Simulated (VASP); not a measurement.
Calculation: revPBE GGA, VASP's PBE PAW potentials (set 64) (plane waves; VASP 6.6.1).

The input files of a VASP run:

File KPOINTS:
```
Automatic mesh
0
Gamma
9 9 9
0 0 0
```

POSCAR:
```
HgTe
1
    0.0000000000     3.3648734900     3.3648734900
    3.3648734900    -0.0000000000     3.3648734900
    3.3648734900     3.3648734900    -0.0000000000
Hg Te
1 1
Direct
  0.0000000000   0.0000000000   0.0000000000
  0.2500000000   0.2500000000   0.2500000000
```

**INCAR**
```
# general
SYSTEM  = HgTe
PREC    = Accurate
ENCUT   = 520
LREAL   = .FALSE.
LASPH   = .TRUE.   # aspherical one-centre terms

# electronic loop
EDIFF   = 1E-6
NELM    = 100
ALGO    = Normal
LMAXMIX = 6

# smearing
ISMEAR  = 1
SIGMA   = 0.1   # width (eV)

# functional
GGA     = RE   # revPBE

# ions
IBRION  = 2
NSW     = 60   # most ionic steps
ISIF    = 3   # ions, shape and volume
EDIFFG  = -0.01   # ionic stop

# output
LWAVE   = .FALSE.
LCHARG  = .FALSE.
```

POTCAR, in this order: Hg Te (PBE.64 set). Program: vasp_std.

Unless said otherwise, spin-orbit coupling is left out, though it shifts the bands of the heavy elements here.

Q: Predict the energy per atom (σ→0), band gap (on the k-mesh).

A: 
```yaml
energy per atom (σ→0): -1.518 eV/atom
band gap (on the k-mesh): none (metal, semimetal or under 0.01 eV)
```

### OSZICAR
```
...
DAV:   6    -0.303743896136E+01    0.18027E+00   -0.44067E-01  1025   0.891E+00    0.497E+00
DAV:   7    -0.303457677881E+01    0.28622E-02   -0.94712E-02  1015   0.231E+00    0.197E+00
DAV:   8    -0.303535348028E+01   -0.77670E-03   -0.90996E-03   930   0.123E+00    0.478E-01
DAV:   9    -0.303571689185E+01   -0.36341E-03   -0.98311E-04  1080   0.355E-01    0.105E-01
DAV:  10    -0.303581055903E+01   -0.93667E-04   -0.13167E-04   925   0.106E-01    0.512E-02
DAV:  11    -0.303585904247E+01   -0.48483E-04   -0.88888E-05   995   0.690E-02    0.290E-02
DAV:  12    -0.303585889931E+01    0.14316E-06   -0.55946E-06  1095   0.183E-02
   1 F= -.30358589E+01 E0= -.30359561E+01  d E =-.303586E+01
```

The compound is HgTe in the zinc blende structure. It was relaxed first, which changed the volume by +13 %. The start is the result of an earlier pass.
